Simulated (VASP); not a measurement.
Here is a VASP 6.6.1 calculation.

INCAR

```
SYSTEM = Zn
PREC = Accurate
ENCUT = 600
EDIFF = 1E-7
ISMEAR = 1
SIGMA = 0.1
LREAL = .False.
LASPH = .True.
NELM = 80
ALGO = Normal
ISIF = 3
LWAVE = .False.
LCHARG = .False.
GGA = PS
IBRION = 2
NSW = 90
EDIFFG = -0.005
```

The input KPOINTS:

```
Automatic mesh
0
Gamma
  18 18 8
  0 0 0
```

Contents of POSCAR:

```
Zn                                      
1.0
    2.5999646899      0.0000000000      0.0000000000
   -1.2999823450      2.2516354704      0.0000000000
    0.0000000000      0.0000000000      4.8762965956
  Zn            
     2
Direct
     0.3333333332999970    0.6666666667000030    0.2500000000000000
     0.6666666667000030    0.3333333332999970    0.7500000000000000
```

Potentials or basis: VASP PAW PBE potentials, release 64 (Zn).

Run with:

```sh
$ cat potpaw_PBE.64/Zn/POTCAR > POTCAR
$ mpirun -np 1 vasp_std > vasp.out
```

**Question.** What does it give for the band gap on the k mesh?

**Answer.** None (metal or under the smearing width).

Final structure:
```
CELL_PARAMETERS angstrom
2.59996 0.00000 0.00000
-1.29998 2.25164 0.00000
0.00000 0.00000 4.87630
ATOMIC_POSITIONS crystal
Zn 0.33333 0.66667 0.25000
Zn 0.66667 0.33333 0.75000
```

Caveat: the relaxation stopped at its first step, so nothing moved.
